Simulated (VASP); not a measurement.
# What goes wrong when Mo is relaxed with a bad input, part 2 of 2

Aim: see how common mistakes in a VASP relaxation show up, on Mo. The starting structure is a measured crystal structure from the Crystallography Open Database. The first relaxation on each setting starts from this cell expanded by 3 % in volume.

VASP 6.6.1.

Results so far: reference 15.36 Å³ an atom; a smearing far too wide 16.15 Å³ an atom.

### Step 5. Relaxation with one electron too many (continued)

Level of this step: PBEsol; plane waves and PAW (Mo_sv) (VASP).

From OUTCAR (step 5):

```text
  Total        0.0000065      0.0000065      0.0000065     -0.0000000      0.0000000     -0.0000000
  in kB        0.0002886      0.0002886      0.0002886     -0.0000000      0.0000000     -0.0000000
  external PRESSURE =       0.0002886 kB  Pullay stress =       0.0000000 kB

 POSITION                                       TOTAL-FORCE (eV/Angst)
 -----------------------------------------------------------------------------------
     -0.00000      0.00000      0.00000         0.000000      0.000000      0.000000
 -----------------------------------------------------------------------------------
    total drift:                                0.000000     -0.000000     -0.000000

  FREE ENERGIE OF THE ION-ELECTRON SYSTEM (eV)
  ---------------------------------------------------
  free  energy   TOTEN  =        -3.4659382041 eV

  energy  without entropy=       -3.4670319307  energy(sigma->0) =       -3.46630278

[... 2 parts as in an earlier step ...]

[... 2 further parts left out ...]
[key lines of the parts left out:]
E-fermi :   3.6149
```

Logs of long relaxations may skip ionic steps without a mark.

With one electron too many the cell ends at 35.967 Å³ an atom, +134.23 % from the reference.

### Step 6. Relaxation with a k mesh far too coarse

A slip made on purpose: a k mesh far too coarse. Against step 2 the input has a 2×2×2 mesh (also changed: NELM, NCORE and KPAR).

INCAR reads:

```
SYSTEM = Mo
PREC = Accurate
ENCUT = 450
EDIFF = 1E-06
NELM = 60
ISMEAR = 1
SIGMA = 0.15
LREAL = .FALSE.
ALGO = Normal
GGA = PS
NBANDS = 13
LASPH = .TRUE.
LORBIT = 11
LWAVE = .FALSE.
LCHARG = .FALSE.
NCORE = 4
IBRION = 2
NSW = 50
ISIF = 3
EDIFFG = -0.006
```

POSCAR reads:

```
Mo
1.0
   -1.5886217258      1.5886217258      1.5886217258
    1.5886217258     -1.5886217258      1.5886217258
    1.5886217258      1.5886217258     -1.5886217258
Mo
1
Direct
    0.0000000000      0.0000000000      0.0000000000
```

KPOINTS reads:

```
Automatic mesh
0
Gamma
2 2 2
0 0 0
```

PAW data sets: Mo_sv (PBE family, release 64).

Command:

```sh
$ mpirun -np 4 vasp_std
```

Log:

```text
[banner, memory and clock lines left out]
running    4 mpi-ranks, on    1 nodes
[...]
[... a notice as in an earlier step ...]

 LDA part: xc-table for (Slater+PW92), standard interpolation
 POSCAR, INCAR and KPOINTS ok, starting setup
[...]
entering main loop
       N       E                     dE             d eps       ncg     rms          rms(c)
DAV:   1     0.968626677997E+02    0.96863E+02   -0.75406E+03    78   0.101E+03
DAV:   2    -0.109391926259E+02   -0.10780E+03   -0.10490E+03    93   0.314E+02
DAV:   3    -0.118568947617E+02   -0.91770E+00   -0.91666E+00    78   0.294E+01
DAV:   4    -0.118587654032E+02   -0.18706E-02   -0.18706E-02    93   0.163E+00
[...]
DAV:  13    -0.104909551083E+02   -0.11685E-04   -0.87470E-06    88   0.301E-02    0.332E-02
DAV:  14    -0.104909528247E+02    0.22836E-05   -0.21512E-06    78   0.137E-02    0.552E-03
DAV:  15    -0.104909523595E+02    0.46520E-06   -0.77600E-08    39   0.242E-03
   1 F= -.10490952E+02 E0= -.10469951E+02  d E =-.104910E+02
[...]
DAV:   7    -0.104907915839E+02    0.12717E-05   -0.66791E-07    44   0.841E-03    0.210E-03
DAV:   8    -0.104907910141E+02    0.56987E-06   -0.11618E-08    39   0.127E-03
   2 F= -.10490791E+02 E0= -.10469710E+02  d E =0.161345E-03
 trial-energy change:    0.000161  1 .order    0.000169   -0.000214    0.000551
 step:   0.2911(harm=  0.2794)  dis= 0.00000  next Energy=   -10.490984 (dE=-0.313E-04)
[...]
N       E                     dE             d eps       ncg     rms          rms(c)
DAV:   1    -0.105008801961E+02   -0.10089E-01   -0.61162E-02    78   0.314E+00    0.123E+00
DAV:   2    -0.105319377889E+02   -0.31058E-01   -0.67105E-02    78   0.269E+00    0.244E+00
DAV:   3    -0.104919512127E+02    0.39987E-01   -0.19983E-02    78   0.159E+00    0.470E-01
DAV:   4    -0.104909936294E+02    0.95758E-03   -0.55667E-04    78   0.219E-01    0.721E-02
DAV:   5    -0.104909824501E+02    0.11179E-04   -0.59016E-05    78   0.951E-02    0.116E-02
DAV:   6    -0.104909841038E+02   -0.16538E-05   -0.18133E-06    70   0.153E-02    0.136E-02
DAV:   7    -0.104909839238E+02    0.17999E-06   -0.42994E-07    39   0.641E-03
   3 F= -.10490984E+02 E0= -.10469965E+02  d E =-.315643E-04
[...]
reached required accuracy - stopping structural energy minimisation
```

Wall time 3.2 s (4 MPI ranks of Intel Xeon 6975P-C (Granite Rapids), shared host); peak memory 0.36 GiB.

From OUTCAR (step 6):

```text
  Total       -0.0014796     -0.0014796     -0.0014796      0.0000000      0.0000000     -0.0000000
  in kB       -0.1480644     -0.1480644     -0.1480644      0.0000000      0.0000000     -0.0000000
  external PRESSURE =      -0.1480644 kB  Pullay stress =       0.0000000 kB

 POSITION                                       TOTAL-FORCE (eV/Angst)
 -----------------------------------------------------------------------------------
      0.00000      0.00000      0.00000        -0.000000     -0.000000      0.000000
 -----------------------------------------------------------------------------------
    total drift:                                0.000000     -0.000000      0.000000

  FREE ENERGIE OF THE ION-ELECTRON SYSTEM (eV)
  ---------------------------------------------------
  free  energy   TOTEN  =       -10.4909839238 eV

  energy  without entropy=      -10.4279260871  energy(sigma->0) =      -10.46996464

[... 1 part as in an earlier step ...]

[... 3 further parts left out ...]
[key lines of the parts left out:]
E-fermi :  13.6138
```

With a k mesh far too coarse the cell ends at 16.011 Å³ an atom, +4.27 % from the reference.

### Step 7. The runs compared

| run | ended | volume (Å³/atom) | change (%) | pressure left (GPa) | core minutes |
| --- | --- | --- | --- | --- | --- |
| reference | converged | 15.355 | - | 0.04 | 1.87 |
| too few electronic steps | stopped by VASP | - | - | - | 0.453 |
| a smearing far too wide | converged | 16.152 | 5.19 | -0.01 | 0.707 |
| one electron too many | converged | 35.967 | 134.23 | 0.0 | 3.0 |
| a k mesh far too coarse | converged | 16.011 | 4.27 | -0.01 | 0.213 |

Core minutes are wall time times ranks, summed over the relaxations behind a row (those for a bulk modulus apart), on shared hosts.

### Step 8. Summary of results

```yaml
volume_of_the_reference: 15.36 Å³/atom
volume_against_the_reference_a_smearing_far_too_wide: +5.19 %
volume_against_the_reference_one_electron_too_many: +134.23 %
volume_against_the_reference_a_k_mesh_far_too_coarse: +4.27 %
run_with_too_few_electronic_steps: stopped by VASP
```

VASP stopped by itself in the run with too few electronic steps. Finished, but with signs in the output that stand out against the reference: a smearing far too wide, with the volume changed by +5.2 % (signs: 1.5 GPa at the first ionic step (of the first relaxations, not shown; reference: -11.2 GPa) and a large entropy term in the energy); one electron too many, with the volume changed by +134.2 % (signs: a warning on the charge density, 149.8 GPa at the first ionic step (of the first relaxations, not shown; reference: -11.2 GPa) and an energy that rises by up to 7.2 eV an atom on the way); a k mesh far too coarse, with the volume changed by +4.3 % (signs: -0.4 GPa at the first ionic step (of the first relaxations, not shown; reference: -11.2 GPa) and a large entropy term in the energy). The reference was restarted once and the runs with a slip weren't, so their cells may not have settled fully. Further runs on this material are not shown.

[Lines on the potential files, build, host, timing and source positions are cut from VASP's logs without a mark.]

[Logs are printed without paths, hosts, clocks, repeated set-up lines and the standing remarks that a program may print on its own settings, such as how far it seeks lower states.]

[Hosts, paths, dates, database ids (printed as entryN), source tags and the programs' standing remarks are cut or masked in the printed files.]
